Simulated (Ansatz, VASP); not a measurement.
# Cross-check of Zr (Zr(0001)) between VASP and Ansatz, part 2 of 2

One calculation is typed for both programs; each brings its own data sets. How far apart do they land? The cell is taken from a series of runs on this material, whose earlier steps may have relaxed, scaled, displaced or heated it; both programs get it as it stands.

VASP 6.6.1 and Ansatz 0.2.0.

So far: The starting structure; Ansatz: single point, PBE, spin-orbit coupling.

### Step 3. VASP: single point, PBE, spin-orbit coupling

Level of this step: PBE, spin-orbit coupling; plane waves and PAW (Zr_sv) (VASP).

The same cell, functional, mesh and smearing now go to VASP, with its own data sets.

Lines of VASP's logs that name or quote its potential files are left out, and so is its time.

INCAR

```
SYSTEM = Zr
PREC = Accurate
ENCUT = 400
EDIFF = 1E-06
NELM = 200
ISMEAR = -1
SIGMA = 0.1
LREAL = .FALSE.
ALGO = Normal
GGA = PE
LNONCOLLINEAR = .TRUE.
MAGMOM = 0 0 0 0 0 0 0 0 0 0 0 0 0 0 0 0 0 0 0 0 0
NBANDS = 104
GGA_COMPAT = .FALSE.
LASPH = .TRUE.
LSORBIT = .TRUE.
LMAXMIX = 4
LORBIT = 11
LWAVE = .FALSE.
LCHARG = .FALSE.
ISIF = 2
LDIPOL = .TRUE.
IDIPOL = 3
DIPOL = 0.5 0.5 0.5
LVHAR = .TRUE.
NELMDL = -8
KPAR = 2
```

POSCAR

```
Zr
1.0
    3.2300000000      0.0000000000      0.0000000000
    1.6150000000      2.7972620542      0.0000000000
    0.0000000000      0.0000000000     33.4361700000
Zr
7
Direct
    0.0000000000      0.0000000000      0.2691695849
    0.6666666667      0.6666666667      0.3461130566
    0.0000000000      0.0000000000      0.4230565283
    0.6666666667      0.6666666667      0.5000000000
    0.0000000000      0.0000000000      0.5769434717
    0.6666666667      0.6666666667      0.6538869434
    0.0000000000      0.0000000000      0.7308304151
```

KPOINTS

```
Automatic mesh
0
Gamma
15 15 1
0 0 0
```

PAW data sets: Zr_sv (PBE family, release 64).

Launch:

```bash
mpirun -np 2 vasp_ncl
```

Numbers of over 12 decimals in the logs are rounded to 6 here.

The log of the run:

```text
[banner, memory and clock lines left out]
running    2 mpi-ranks, on    1 nodes
 distrk:  each k-point on    1 cores,    2 groups
 distr:  one band on    1 cores,    1 groups

 POSCAR found type information on POSCAR Zr
 POSCAR found :  1 types and       7 ions
 LDA part: xc-table for (Slater+PW92), standard interpolation
 POSCAR, INCAR and KPOINTS ok, starting setup
 FFT: planning ... GRIDC
 FFT: planning ... GRID_SOFT
 FFT: planning ... GRID
 WAVECAR not read
 entering main loop
       N       E                     dE             d eps       ncg     rms          rms(c)
DAV:   1     0.797579082577E+03    0.79758E+03   -0.39559E+04 11536   0.124E+03
DAV:   2     0.230215905919E+02   -0.77456E+03   -0.75514E+03 10720   0.419E+02
DAV:   3    -0.488604585179E+02   -0.71882E+02   -0.69645E+02 15096   0.851E+01
DAV:   4    -0.611479596708E+02   -0.12288E+02   -0.12163E+02 16536   0.325E+01
DAV:   5    -0.630044629596E+02   -0.18565E+01   -0.18523E+01 14272   0.953E+00
DAV:   6    -0.630413030470E+02   -0.36840E-01   -0.36662E-01 14728   0.196E+00
DAV:   7    -0.630439111722E+02   -0.26081E-02   -0.25974E-02 14248   0.391E-01
DAV:   8    -0.630440221908E+02   -0.11102E-03   -0.11033E-03 13024   0.672E-02    0.265E+01
DAV:   9    -0.114423699354E+03   -0.51380E+02   -0.22609E+02 13672   0.455E+01    0.273E+01
DAV:  10    -0.829056841408E+02    0.31518E+02   -0.75821E+02 13304   0.370E+01    0.206E+01
DAV:  11    -0.648293044812E+02    0.18076E+02   -0.13764E+02 12912   0.274E+01    0.131E+01
DAV:  12    -0.587617233298E+02    0.60676E+01   -0.32205E+01 13160   0.133E+01    0.722E+00
DAV:  13    -0.587469520167E+02    0.14771E-01   -0.64520E+00 13752   0.522E+00    0.553E+00
DAV:  14    -0.588402557005E+02   -0.93304E-01   -0.59689E-01 13272   0.206E+00    0.530E+00
[...]
DAV:  30    -0.584149795831E+02   -0.70430E-05   -0.15936E-06  7040   0.435E-03    0.345E-03
DAV:  31    -0.584149815907E+02   -0.20076E-05   -0.11086E-06  7472   0.389E-03    0.108E-03
DAV:  32    -0.584149840363E+02   -0.24456E-05   -0.36142E-07  6088   0.241E-03    0.128E-03
DAV:  33    -0.584149875786E+02   -0.35423E-05   -0.40661E-07  6312   0.209E-03    0.274E-03
DAV:  34    -0.584149889779E+02   -0.13993E-05   -0.15826E-07  5848   0.182E-03    0.120E-03
DAV:  35    -0.584149901694E+02   -0.11915E-05   -0.12552E-07  5664   0.208E-03    0.798E-04
DAV:  36    -0.584149918021E+02   -0.16327E-05   -0.77779E-08  5568   0.970E-04    0.511E-04
DAV:  37    -0.584149923368E+02   -0.53469E-06   -0.32692E-08  5432   0.484E-04
   1 F= -.58414992E+02 E0= -.58251180E+02  d E =-.327625E+00  mag=    -0.0000     0.0000    -0.0000
```

Parts of OUTCAR (step 3):

```text
ion  position               nearest neighbor table
   1  0.000  0.000  0.269-   2 3.18   2 3.18   2 3.18
   2  0.667  0.667  0.346-   1 3.18   3 3.18   1 3.18   3 3.18   1 3.18   3 3.18
   3  0.000  0.000  0.423-   4 3.18   2 3.18   4 3.18   2 3.18   4 3.18   2 3.18
   4  0.667  0.667  0.500-   3 3.18   5 3.18   3 3.18   5 3.18   3 3.18   5 3.18
   5  0.000  0.000  0.577-   4 3.18   6 3.18   4 3.18   6 3.18   4 3.18   6 3.18
   6  0.667  0.667  0.654-   7 3.18   5 3.18   7 3.18   5 3.18   7 3.18   5 3.18
   7  0.000  0.000  0.731-   6 3.18   6 3.18   6 3.18

  LATTYP: Found a hexagonal cell.
 ALAT       =     3.2300000000
 C/A-ratio  =    10.3517554180

 Subroutine GETGRP returns: Found 12 space group operations
 (whereof 12 operations were pure point group operations)

The static configuration has the point symmetry D_3h.

 Found     46 irreducible k-points:

   k-points           NKPTS =     46   k-points in BZ     NKDIM =     46   number of bands    NBANDS=    104

   dimension x,y,z NGX =    24 NGY =   24 NGZ =  224
   dimension x,y,z NGXF=    48 NGYF=   48 NGZF=  448

   ENCUT  =  400.0 eV  29.40 Ry    5.42 a.u.   5.27  5.27 54.53*2*pi/ulx,y,z

   NELECT =      84.0000    total number of electrons

 k-points in reciprocal lattice and weights: Automatic mesh
   0.00000000  0.00000000  0.00000000       0.004
   0.06666667  0.00000000  0.00000000       0.013
  -0.06666667  0.00000000  0.00000000       0.013
   0.13333333 -0.00000000  0.00000000       0.013
  -0.13333333  0.00000000  0.00000000       0.013
   0.20000000  0.00000000  0.00000000       0.013
  -0.20000000  0.00000000  0.00000000       0.013
   0.26666667 -0.00000000  0.00000000       0.013
  -0.26666667  0.00000000  0.00000000       0.013
[...]
0.40000000 -0.26666667  0.00000000       0.027
  -0.33333333  0.33333333  0.00000000       0.009

 dipolmoment           0.000000      0.000000      0.000000 electrons x Angstroem

 average (electrostatic) potential at core
       1 -80.9068       2 -80.5396       3 -80.5485       4 -80.6010       5 -80.5485
       6 -80.5396       7 -80.9068

 E-fermi :   3.0011

 k-point     1 :       0.0000    0.0000    0.0000
  band No.  band energies     occupation
    ...
     70      -0.0023      1.00000
     71       2.9041      0.72502
     72       2.9041      0.72502
     73       2.9284      0.67419
     74       2.9284      0.67419
     75       3.2654      0.06639
     76       3.2654      0.06639
     77       3.2968      0.04941
     78       3.2968      0.04941
     79       3.6880      0.00104
    ...

 k-point     2 :       0.0667    0.0000    0.0000
  band No.  band energies     occupation
    ...
     70       0.1153      1.00000
     71       2.8320      0.84426
     72       2.8320      0.84426
     73       2.9098      0.71365
     74       2.9098      0.71365
     75       3.0769      0.31896
     76       3.0769      0.31896
     77       3.2493      0.07712
     78       3.2493      0.07712
     79       3.4738      0.00878
    ...

 k-point     3 :      -0.0667    0.0000    0.0000
  band No.  band energies     occupation
    ...
     70       0.1153      1.00000
     71       2.8320      0.84426
     72       2.8320      0.84426
     73       2.9098      0.71365
     74       2.9098      0.71365
     75       3.0769      0.31896
     76       3.0769      0.31896
     77       3.2493      0.07712
     78       3.2493      0.07712
     79       3.4738      0.00878
    ...

  Total       -2.1070195     -2.1070195     -1.3598339      0.0000000     -0.0000000      0.0000000
  in kB      -11.1744699    -11.1744699     -7.2118095      0.0000000     -0.0000000      0.0000000
  external PRESSURE =      -9.8535831 kB  Pullay stress =       0.0000000 kB

  energy-cutoff  :      400.00
  volume of cell :      302.10
      direct lattice vectors                 reciprocal lattice vectors
     3.230000000  0.000000000  0.000000000     0.309597523 -0.178746213  0.000000000
     1.615000000  2.797262054  0.000000000     0.000000000  0.357492427  0.000000000
     0.000000000  0.000000000 33.436170000     0.000000000  0.000000000  0.029907732

 POSITION                                       TOTAL-FORCE (eV/Angst)
 -----------------------------------------------------------------------------------
      0.00000      0.00000      9.00000        -0.000000      0.000000      0.425724
      3.23000      1.86484     11.57269         0.000000     -0.000000     -0.565237
      0.00000      0.00000     14.14539        -0.000000      0.000000      0.061440
      3.23000      1.86484     16.71808        -0.000000      0.000000      0.000000
      0.00000      0.00000     19.29078        -0.000000      0.000000     -0.061440
      3.23000      1.86484     21.86348         0.000000     -0.000000      0.565237
      0.00000      0.00000     24.43617        -0.000000      0.000000     -0.425724
 -----------------------------------------------------------------------------------
    total drift:                               -0.000001     -0.000001      0.000000

  FREE ENERGIE OF THE ION-ELECTRON SYSTEM (eV)
  ---------------------------------------------------
  free  energy   TOTEN  =       -58.4149923368 eV

  energy  without entropy=      -58.0873673976  energy(sigma->0) =      -58.25117987

 vacuum level on the upper side and lower side of the slab         7.193         7.193

 Spin-Orbit-Coupling matrix elements
 Ion:    1  E_soc:     -0.1434966
 Ion:    2  E_soc:     -0.1429724
 Ion:    3  E_soc:     -0.1431059
 Ion:    4  E_soc:     -0.1430471
 Ion:    5  E_soc:     -0.1431059
 Ion:    6  E_soc:     -0.1429724
 Ion:    7  E_soc:     -0.1434966

 total charge
# of ion       s       p       d       tot
------------------------------------------
    1        2.237   5.931   1.611   9.779
    2        2.231   5.962   1.621   9.814
    3        2.233   5.960   1.635   9.827
    4        2.233   5.959   1.632   9.824
    5        2.233   5.960   1.635   9.827
    6        2.231   5.962   1.621   9.814
    7        2.237   5.931   1.611   9.779
--------------------------------------------------
tot         15.635  41.665  11.367  68.666

 magnetization (x)
# of ion       s       p       d       tot
------------------------------------------
    1        0.000   0.000   0.000   0.000
    2       -0.000   0.000   0.000   0.000
    3       -0.000   0.000   0.000  -0.000
    4        0.000   0.000   0.000   0.000
    5        0.000   0.000  -0.000   0.000
    6        0.000   0.000   0.000   0.000
    7       -0.000   0.000  -0.000  -0.000
--------------------------------------------------
tot          0.000   0.000  -0.000  -0.000

 magnetization (y)
# of ion       s       p       d       tot
------------------------------------------
    1        0.000   0.000   0.000   0.000
    2       -0.000   0.000   0.000  -0.000
    3        0.000  -0.000   0.000   0.000
    4        0.000  -0.000   0.000   0.000
    5        0.000  -0.000   0.000  -0.000
    6        0.000   0.000   0.000   0.000
    7        0.000   0.000   0.000   0.000
--------------------------------------------------
tot          0.000   0.000   0.000   0.000

 magnetization (z)
# of ion       s       p       d       tot
------------------------------------------
    1        0.000  -0.000   0.000   0.000
    2        0.000   0.000  -0.000  -0.000
    3       -0.000  -0.000   0.000  -0.000
    4       -0.000   0.000   0.000   0.000
    5       -0.000  -0.000   0.000  -0.000
    6        0.000   0.000  -0.000  -0.000
    7        0.000   0.000   0.000   0.000
--------------------------------------------------
tot         -0.000   0.000   0.000   0.000

[... 3 further parts left out ...]
```

### Step 4. Differences

Known differences besides the potentials themselves: spin-orbit coupling enters by fully relativistic files in Ansatz and inside the spheres in VASP; the cutoff is 420 eV in Ansatz and 400 eV in VASP. Total energies have different zeros and are not compared.

The two programs side by side:

| quantity | Ansatz | VASP | difference |
| --- | --- | --- | --- |
| work function, lower of the two faces (eV) | 4.19 | 4.19 | 0.00 |
| work function, higher of the two faces (eV) | 4.19 | 4.19 | 0.00 |

With vacuum in the cell, a pressure given here is an average over mostly empty space and none of the material.

### Step 5. What came out

| Property | Result |
| --- | --- |
| difference in work function, lower of the two faces (single point, PBE, spin-orbit coupling) | 6.4e-4 eV |

In words: The difference in work function, lower of the two faces is 6.4e-4 eV (single point, PBE, spin-orbit coupling). 1 further run of this series is not shown here. Such differences can come from data sets, numerical settings and the points named under the comparisons, not from the functional's error against experiment.

[Lines on the potential files, build, host, timing and source positions are cut from VASP's logs without a mark.]

[Logs are printed without paths, hosts, clocks, repeated set-up lines and the standing remarks that a program may print on its own settings, such as how far it seeks lower states.]

[Hosts, paths, dates, database ids (printed as entryN), source tags and the programs' standing remarks are cut or masked in the printed files.]
